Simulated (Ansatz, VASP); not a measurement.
# Ca2Si in two plane-wave programs

Aim: how closely do two programs agree when they are given the same cell, functional and k mesh? The cell is taken from a series of runs on this material, whose earlier steps may have relaxed, scaled, displaced or heated it; both programs get it as it stands.

Program: Ansatz 0.2.0. Level of theory: plane waves, with VASP 6.6.1 beside it; zone-centre phonons at LDA. Results are calculated unless marked as measured.

**1. Starting point**

Symmetry: Fm-3m, No. 225, cubic system. Conventional cell: a = 7.072 Å, b = 7.072 Å, c = 7.072 Å, α = 90.00°, β = 90.00°, γ = 90.00°. Nearest to Ca lie 4 Si at 3.06 Å. Si has 8 Ca at 3.06 Å nearest. Farther neighbours are not listed.

**2. VASP: zone-centre phonons, LDA**

Second derivatives magnify differences that forces hide, and they need a tight electronic threshold.

Lines of VASP's logs that name or quote its potential files are left out, and so is its time.

INCAR reads:

```
SYSTEM = Ca2Si
PREC = Accurate
ENCUT = 500
EDIFF = 1E-08
NELM = 120
ISMEAR = 0
SIGMA = 0.01
LREAL = .FALSE.
ALGO = Normal
GGA = CA
NBANDS = 18
LORBIT = 11
LWAVE = .FALSE.
LCHARG = .FALSE.
ISIF = 2
IBRION = 8
LEPSILON = .TRUE.
LASPH = .TRUE.
GGA_COMPAT = .FALSE.
EFERMI = MIDGAP
KPAR = 2
```

POSCAR reads:

```
Ca2Si
1.0
    0.0000000000      3.5358931723      3.5358931723
    3.5358931723      0.0000000000      3.5358931723
    3.5358931723      3.5358931723      0.0000000000
Ca Si
2 1
Direct
    0.7500000000      0.7500000000      0.7500000000
    0.2500000000      0.2500000000      0.2500000000
    0.0000000000      0.0000000000      0.0000000000
```

KPOINTS reads:

```
Automatic mesh
0
Gamma
8 8 8
0 0 0
```

Potentials, in the order of the species: Ca_sv and Si (LDA family, release 64).

The run is started by

```console
mpirun -np 2 vasp_std
```

Numbers of over 12 decimals in the logs are rounded to 6 here.

The log of the run:

```text
[banner, memory and clock lines left out]
running    2 mpi-ranks, on    1 nodes
 distrk:  each k-point on    1 cores,    2 groups
 distr:  one band on    1 cores,    1 groups

 POSCAR found type information on POSCAR CaSi
 POSCAR found :  2 types and       3 ions
 LDA part: xc-table for (Slater(with rela. corr.)+CA(PZ))
 , standard interpolation
 POSCAR, INCAR and KPOINTS ok, starting setup
 FFT: planning ... GRIDC
 FFT: planning ... GRID_SOFT
 FFT: planning ... GRID
 WAVECAR not read
 entering main loop
       N       E                     dE             d eps       ncg     rms          rms(c)
DAV:   1     0.188943748623E+03    0.18894E+03   -0.11632E+04  1044   0.116E+03
DAV:   2    -0.251643763964E+00   -0.18920E+03   -0.18685E+03  1084   0.337E+02
DAV:   3    -0.120656612176E+02   -0.11814E+02   -0.11760E+02  2006   0.636E+01
DAV:   4    -0.125741487380E+02   -0.50849E+00   -0.50787E+00  1454   0.131E+01
DAV:   5    -0.126043893931E+02   -0.30241E-01   -0.30236E-01  1736   0.212E+00    0.567E+00
DAV:   6    -0.119300320736E+02    0.67436E+00   -0.19160E+00  1164   0.373E+00    0.312E+00
DAV:   7    -0.118383864412E+02    0.91646E-01   -0.48260E-01  1508   0.255E+00    0.103E+00
DAV:   8    -0.118293799651E+02    0.90065E-02   -0.63768E-02  1360   0.142E+00    0.204E-01
DAV:   9    -0.118282361373E+02    0.11438E-02   -0.58202E-03  1502   0.367E-01    0.133E-01
DAV:  10    -0.118282397547E+02   -0.36175E-05   -0.82800E-04  1608   0.214E-01    0.345E-02
DAV:  11    -0.118282420869E+02   -0.23322E-05   -0.87432E-05  1570   0.517E-02    0.218E-02
DAV:  12    -0.118282293392E+02    0.12748E-04   -0.63563E-05  1558   0.500E-02    0.268E-03
DAV:  13    -0.118282297535E+02   -0.41433E-06   -0.45708E-06  1748   0.111E-02    0.238E-03
DAV:  14    -0.118282297998E+02   -0.46255E-07   -0.15589E-07  1488   0.264E-03    0.110E-03
DAV:  15    -0.118282297793E+02    0.20466E-07   -0.63793E-08  1322   0.172E-03    0.518E-04
DAV:  16    -0.118282297767E+02    0.25670E-08   -0.84968E-09   940   0.604E-04
   1 F= -.11828230E+02 E0= -.11828230E+02  d E =0.000000E+00
 Linear response reoptimize wavefunctions to high precision
DAV:   1    -0.118282297770E+02   -0.26375E-09   -0.36895E-09  1172   0.361E-04
DAV:   2    -0.118282297771E+02   -0.68212E-10   -0.43873E-10   754   0.115E-04
 Linear response G [H, r] |phi>, progress :
  Direction:   1
       N       E                     dE             d eps       ncg     rms
RMM:   1    -0.665497025535E+02   -0.66550E+02    0.13977E+03  1511   0.229E+02
RMM:   2    -0.814183315127E+02   -0.14869E+02   -0.69922E+01  2030   0.347E+01
RMM:   3    -0.829420030455E+02   -0.15237E+01   -0.12565E+01  2516   0.114E+01
RMM:   4    -0.832060875163E+02   -0.26408E+00   -0.31149E+00  2631   0.414E+00
RMM:   5    -0.832385865005E+02   -0.32499E-01   -0.57503E-01  2630   0.183E+00
RMM:   6    -0.832540228170E+02   -0.15436E-01   -0.22687E-01  2709   0.993E-01
RMM:   7    -0.832562454185E+02   -0.22226E-02   -0.56034E-02  2714   0.516E-01
RMM:   8    -0.832575999768E+02   -0.13546E-02   -0.15569E-02  2717   0.291E-01
RMM:   9    -0.832582193151E+02   -0.61934E-03   -0.17040E-02  2699   0.168E-01
RMM:  10    -0.832585251856E+02   -0.30587E-03   -0.33002E-03  2643   0.106E-01
RMM:  11    -0.832586311033E+02   -0.10592E-03   -0.40243E-03  2605   0.707E-02
RMM:  12    -0.832586698025E+02   -0.38699E-04   -0.16840E-03  2563   0.490E-02
RMM:  13    -0.832587310399E+02   -0.61237E-04   -0.13648E-03  2526   0.363E-02
RMM:  14    -0.832587441486E+02   -0.13109E-04   -0.12353E-03  2478   0.284E-02
RMM:  15    -0.832587680734E+02   -0.23925E-04   -0.12055E-03  2428   0.230E-02
RMM:  16    -0.832587783487E+02   -0.10275E-04   -0.77773E-04  2402   0.197E-02
RMM:  17    -0.832587887217E+02   -0.10373E-04   -0.78496E-04  2381   0.174E-02
RMM:  18    -0.832587911771E+02   -0.24554E-05   -0.51324E-04  2347   0.159E-02
RMM:  19    -0.832587936621E+02   -0.24850E-05   -0.44441E-04  2345   0.148E-02
RMM:  20    -0.832587945314E+02   -0.86925E-06   -0.31028E-04  2339   0.141E-02
RMM:  21    -0.832587938335E+02    0.69787E-06   -0.43608E-04  2350   0.135E-02
RMM:  22    -0.832587947057E+02   -0.87215E-06   -0.22242E-04  2359   0.132E-02
RMM:  23    -0.832587953658E+02   -0.66015E-06   -0.41702E-04  2374   0.128E-02
 Linear response G [H, r] |phi>, progress :
  Direction:   2
       N       E                     dE             d eps       ncg     rms
RMM:   1    -0.688401391022E+02   -0.68840E+02    0.13094E+03  1519   0.222E+02
RMM:   2    -0.794394506753E+02   -0.10599E+02   -0.66900E+01  2052   0.337E+01
RMM:   3    -0.808201358839E+02   -0.13807E+01   -0.12450E+01  2504   0.114E+01
RMM:   4    -0.811027846775E+02   -0.28265E+00   -0.34799E+00  2622   0.426E+00
RMM:   5    -0.811273666707E+02   -0.24582E-01   -0.65169E-01  2617   0.194E+00
RMM:   6    -0.811394638544E+02   -0.12097E-01   -0.22309E-01  2687   0.105E+00
RMM:   7    -0.811431520995E+02   -0.36882E-02   -0.72596E-02  2681   0.577E-01
[...]
RMM:   6    -0.353547605905E+01   -0.54307E-02   -0.25039E-02  5000   0.403E-01    0.529E-02
RMM:   7    -0.353851910772E+01   -0.30430E-02   -0.10238E-02  4777   0.235E-01    0.141E-02
RMM:   8    -0.353924967326E+01   -0.73057E-03   -0.36392E-03  5134   0.120E-01    0.159E-02
RMM:   9    -0.353968254282E+01   -0.43287E-03   -0.14851E-03  5377   0.639E-02    0.669E-03
[...]
RMM:   1    -0.241513291230E+01   -0.24151E+01   -0.11060E+01  4419   0.808E+00
RMM:   2    -0.384907334256E+01   -0.14339E+01   -0.30515E-01  4398   0.214E+00    0.254E+00
RMM:   3    -0.340526412080E+01    0.44381E+00   -0.71964E-01  4136   0.322E+00    0.116E+00
RMM:   4    -0.346400247216E+01   -0.58738E-01   -0.46234E-01  4482   0.257E+00    0.406E-01
RMM:   5    -0.353002966600E+01   -0.66027E-01   -0.64153E-02  4765   0.977E-01    0.104E-01
RMM:   6    -0.353546573623E+01   -0.54361E-02   -0.25016E-02  4987   0.403E-01    0.529E-02
RMM:   7    -0.353851330537E+01   -0.30476E-02   -0.99923E-03  4769   0.235E-01    0.142E-02
RMM:   8    -0.353924563415E+01   -0.73233E-03   -0.36567E-03  5125   0.120E-01    0.159E-02
RMM:   9    -0.353968444831E+01   -0.43881E-03   -0.15905E-03  5369   0.639E-02    0.670E-03
RMM:  10    -0.353968262728E+01    0.18210E-05   -0.98598E-04  5269   0.354E-02    0.485E-03
RMM:  11    -0.353963255207E+01    0.50075E-04   -0.53125E-04  4999   0.221E-02    0.139E-03
RMM:  12    -0.353963726955E+01   -0.47175E-05   -0.23544E-04  5391   0.128E-02    0.144E-03
RMM:  13    -0.353963825088E+01   -0.98133E-06   -0.11382E-04  5496   0.750E-03    0.173E-03
RMM:  14    -0.353962672276E+01    0.11528E-04    0.23885E-05  4804   0.526E-03    0.243E-03
[...]
RMM:  20    -0.353962615135E+01   -0.17659E-05    0.98652E-05  4656   0.152E-03    0.219E-04
RMM:  21    -0.353963100956E+01   -0.48582E-05    0.67096E-05  4729   0.138E-03    0.938E-05
RMM:  22    -0.353963225809E+01   -0.12485E-05    0.64988E-05  4689   0.131E-03    0.342E-05
RMM:  23    -0.353963485207E+01   -0.25940E-05    0.44213E-05  4412   0.126E-03    0.248E-05
RMM:  24    -0.353963446815E+01    0.38392E-06    0.47411E-05  4084   0.124E-03    0.242E-05
RMM:  25    -0.353963432129E+01    0.14686E-06    0.50338E-05  4010   0.123E-03    0.199E-05
RMM:  26    -0.353963468048E+01   -0.35919E-06    0.46287E-05  4061   0.122E-03    0.113E-05
RMM:  27    -0.353963408586E+01    0.59462E-06    0.53645E-05  4051   0.122E-03    0.522E-06
 change of polarisation eV/A/(eV/A) component  3 :     0.434     2.371     6.551
 dielectric tensor                  component  3 :     0.887     4.852    14.407
 Linear response DOF=           2
 Linear response progress:
  Degree of freedom:   1/  2
       N       E                     dE             d eps       ncg     rms          rms(c)
RMM:   1    -0.455496617630E+00   -0.45550E+00    0.22771E+00  3592   0.136E+01
RMM:   2    -0.406285696227E+00    0.49211E-01   -0.16336E-01  5666   0.281E+00    0.163E-01
RMM:   3    -0.407030910474E+00   -0.74521E-03   -0.20609E-02  6718   0.768E-01    0.123E-01
RMM:   4    -0.407643584412E+00   -0.61267E-03   -0.33522E-03  8032   0.295E-01    0.725E-02
RMM:   5    -0.407480011815E+00    0.16357E-03   -0.72407E-04  7833   0.131E-01    0.598E-03
RMM:   6    -0.407503592393E+00   -0.23581E-04   -0.19935E-04  8090   0.601E-02    0.974E-03
RMM:   7    -0.407444022149E+00    0.59570E-04   -0.51466E-05  8111   0.300E-02    0.282E-03
RMM:   8    -0.407443107597E+00    0.91455E-06   -0.25652E-05  8217   0.165E-02    0.218E-03
RMM:   9    -0.407435226957E+00    0.78806E-05   -0.10907E-05  8288   0.987E-03    0.908E-04
RMM:  10    -0.407430225785E+00    0.50012E-05   -0.72720E-06  8402   0.630E-03    0.309E-04
RMM:  11    -0.407430169169E+00    0.56616E-07   -0.65153E-06  8485   0.444E-03    0.350E-04
RMM:  12    -0.407429586403E+00    0.58277E-06   -0.67045E-06  8673   0.348E-03    0.293E-04
RMM:  13    -0.407431109634E+00   -0.15232E-05   -0.39741E-06  7955   0.294E-03    0.487E-04
RMM:  14    -0.407428021039E+00    0.30886E-05   -0.37528E-06  7431   0.267E-03    0.745E-05
[...]
RMM:  21    -0.407428237038E+00    0.19426E-06   -0.11009E-06  7879   0.123E-03    0.514E-05
RMM:  22    -0.407428412349E+00   -0.17531E-06   -0.97026E-07  7959   0.115E-03    0.395E-05
RMM:  23    -0.407428512393E+00   -0.10004E-06   -0.81226E-07  8252   0.106E-03    0.340E-05
RMM:  24    -0.407428527727E+00   -0.15334E-07   -0.71792E-07  8692   0.993E-04    0.407E-05
RMM:  25    -0.407428525526E+00    0.22002E-08   -0.61789E-07  8517   0.933E-04    0.503E-05
RMM:  26    -0.407428567654E+00   -0.42128E-07   -0.54683E-07  8612   0.881E-04    0.522E-05
RMM:  27    -0.407428575249E+00   -0.75951E-08   -0.47100E-07  8756   0.835E-04    0.577E-05
RMM:  28    -0.407428641873E+00   -0.66624E-07   -0.42380E-07  8464   0.798E-04    0.522E-05
 first order change of Fermi-energy   0.87577E-01
 force on displaced ion       1 direction 1 :  -3.566   0.000   0.000
 Born effective charge ion    1 direction 1 :   1.935   0.000   0.000
 Linear response progress:
  Degree of freedom:   2/  2
       N       E                     dE             d eps       ncg     rms          rms(c)
RMM:   1    -0.243650440442E-01   -0.24365E-01   -0.84680E-03  4495   0.629E-01
RMM:   2    -0.213678384551E-01    0.29972E-02   -0.29417E-03  4138   0.203E-01    0.708E-02
RMM:   3    -0.214248524035E-01   -0.57014E-04   -0.67169E-04  3694   0.104E-01    0.333E-02
RMM:   4    -0.216874713794E-01   -0.26262E-03   -0.34085E-04  4062   0.685E-02    0.113E-02
RMM:   5    -0.216652550949E-01    0.22216E-04   -0.58241E-05  4190   0.269E-02    0.372E-03
RMM:   6    -0.216967362362E-01   -0.31481E-04   -0.18184E-05  4236   0.118E-02    0.172E-03
RMM:   7    -0.216915261659E-01    0.52101E-05   -0.25713E-06  4737   0.587E-03    0.814E-04
RMM:   8    -0.216911350546E-01    0.39111E-06   -0.87075E-06  5119   0.266E-03    0.321E-04
RMM:   9    -0.216924763446E-01   -0.13413E-05    0.52597E-06  4822   0.152E-03    0.151E-04
RMM:  10    -0.216927898027E-01   -0.31346E-06    0.12685E-06  5148   0.832E-04    0.421E-05
RMM:  11    -0.216925649809E-01    0.22482E-06    0.16183E-06  5414   0.465E-04    0.228E-05
RMM:  12    -0.216925530082E-01    0.11973E-07   -0.59396E-07  5129   0.298E-04    0.127E-05
RMM:  13    -0.216925667210E-01   -0.13713E-07    0.55297E-07  5180   0.208E-04    0.477E-06
RMM:  14    -0.216925520824E-01    0.14639E-07   -0.18906E-07  5329   0.158E-04    0.791E-06
RMM:  15    -0.216925443133E-01    0.77691E-08    0.26018E-07  5314   0.132E-04    0.235E-06
RMM:  16    -0.216925392462E-01    0.50671E-08   -0.61988E-08  5032   0.117E-04    0.197E-06
 first order change of Fermi-energy   0.27511E-03
 force on displaced ion       3 direction 1 :  -3.657   0.000   0.000
 Born effective charge ion    3 direction 1 :  -3.896   0.000   0.000
 Born effective charges drift removed
 Linear response finished
```

(Part 1 of 3 ends here.)

[Lines on the potential files, build, host, timing and source positions are cut from VASP's logs without a mark.]

[Logs are printed without paths, hosts, clocks, repeated set-up lines and the standing remarks that a program may print on its own settings, such as how far it seeks lower states.]

[Hosts, paths, dates, database ids (printed as entryN), source tags and the programs' standing remarks are cut or masked in the printed files.]
